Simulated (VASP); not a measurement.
A run of VASP 6.6.1 is set up as follows.

The input INCAR:

```
SYSTEM = GeTe3Pb
  PREC = Accurate
  ENCUT = 520
  EDIFF = 1E-7
  ISMEAR = 0
  SIGMA = 0.05
  LREAL = .False.
  LASPH = .True.
  NELM = 100
  ALGO = Fast
  ISIF = 2
  LWAVE = .False.
  LCHARG = .True.
  GGA = PE
  LELF = .True.
  LVHAR = .True.
  NBANDS = 31
```

KPOINTS

```
regular mesh
0
Gamma
  4 4 4
  0 0 0
```

POSCAR

```
GeTe3Pb
1.0
    5.8800000000      0.0000000000      0.0000000000
    0.0000000000      5.8800000000      0.0000000000
    0.0000000000      0.0000000000      5.8800000000
Pb Ge Te
1 1 3
Direct
    0.0000000000      0.0000000000      0.0000000000
    0.5000000000      0.5000000000      0.5000000000
    0.5000000000      0.5000000000      0.0000000000
    0.5000000000      0.0000000000      0.5000000000
    0.0000000000      0.5000000000      0.5000000000
```

Potentials or basis: VASP PAW PBE potentials, release 64 (Pb_d, Ge_d, Te).

Command:

```sh
$ cat potpaw_PBE.64/Pb_d/POTCAR potpaw_PBE.64/Ge_d/POTCAR potpaw_PBE.64/Te/POTCAR > POTCAR
$ mpirun -np 1 vasp_std > vasp.out
```

(1) What does it give for the pressure?

(2) Predict the band gap on the k mesh.

Answers

(1) -5.0 GPa.

(2) none (metal or under the smearing width).
